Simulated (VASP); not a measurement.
BN, 2 atoms in the cell. It takes space group F-43m (No. 216, cubic). Conventional cell: a = 3.613 Å, b = 3.613 Å, c = 3.613 Å, α = 90.00°, β = 90.00°, γ = 90.00°. Around B (site symmetry -43m) lie 4 N at 1.56 Å. N (site symmetry -43m) has 4 B at 1.56 Å as nearest neighbours. 

| Property | Result |
| --- | --- |
| Program | VASP 6.6.1 |
| Task | dielectric tensor |
| Functional | r2SCAN |
| Potentials or basis | VASP PAW PBE potentials, release 64 (B, N) |
| Cutoff | 520 eV |
| k mesh | 14 × 14 × 14 |
| Occupations | gaussian, width 0.02 eV |
| Spin | no spin polarisation |
| Further INCAR settings | ALGO = Normal; EDIFF = 1e-07 |

Potentials or basis: VASP PAW PBE potentials, release 64 (B, N).

Run with:

```bash
$ cat potpaw_PBE.64/B/POTCAR potpaw_PBE.64/N/POTCAR > POTCAR
$ mpirun -np 1 vasp_std > vasp.out
```

Hardware: 1 thread of Intel(R) Xeon(R) 6975P-C (Granite Rapids) (shared host).

Q: Estimate the wall time of this run.

A: Run time: 21 min on 1 thread of Intel(R) Xeon(R) 6975P-C (Granite Rapids), with other jobs on the host, peak memory 0.45 GiB. Counts: scf iterations 49, k points 104.
